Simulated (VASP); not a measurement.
Here is the system:

```
CELL_PARAMETERS angstrom
      1.39145    -2.41007     0.00000
      1.39145     2.41007     0.00000
      0.00000     0.00000     4.49118
ATOMIC_POSITIONS crystal
  Re 0.33333 0.66667 0.25000
  Re 0.66667 0.33333 0.75000
```

All values below come from PW91 GGA, VASP's PBE PAW potentials (set 64) (plane waves; VASP). Run with 520 eV cut-off, 17×17×9 Γ-centred mesh, tetrahedra with Blöchl corrections, potentials Re.

Unless said otherwise, spin-orbit coupling is left out, though it shifts the bands of the heavy elements here.

Q: Tabulate the total density of states (states/eV per cell) against energy (eV; zero at the valence-band maximum or, without a gap, the Fermi level).

A: 
| E (eV) | DOS (states/eV) |
|---|---|
| -9.95 | 0.00 |
| -9.63 | 0.00 |
| -9.30 | 0.05 |
| -8.87 | 0.10 |
| -8.55 | 0.13 |
| -8.22 | 0.15 |
| -7.90 | 0.19 |
| -7.57 | 0.24 |
| -7.25 | 0.27 |
| -6.82 | 0.36 |
| -6.49 | 0.50 |
| -6.17 | 1.54 |
| -5.84 | 1.41 |
| -5.52 | 1.98 |
| -5.09 | 2.21 |
| -4.76 | 1.63 |
| -4.44 | 1.32 |
| -4.11 | 2.49 |
| -3.79 | 1.56 |
| -3.46 | 2.21 |
| -3.03 | 2.69 |
| -2.71 | 0.96 |
| -2.38 | 1.14 |
| -2.06 | 3.14 |
| -1.73 | 2.77 |
| -1.41 | 2.54 |
| -0.98 | 2.57 |
| -0.65 | 3.26 |
| -0.33 | 2.24 |
| 0.00 | 1.34 |
| 0.32 | 1.59 |
| 0.75 | 1.39 |
| 1.08 | 1.20 |
| 1.40 | 1.20 |
| 1.73 | 1.14 |
| 2.05 | 1.38 |
| 2.38 | 1.27 |
| 2.81 | 1.88 |
| 3.13 | 1.93 |
| 3.46 | 2.55 |
Within 2 eV below the Fermi level the largest weight inside VASP's projection spheres is Re d.

The compound is Re in the hcp structure. It was relaxed first.
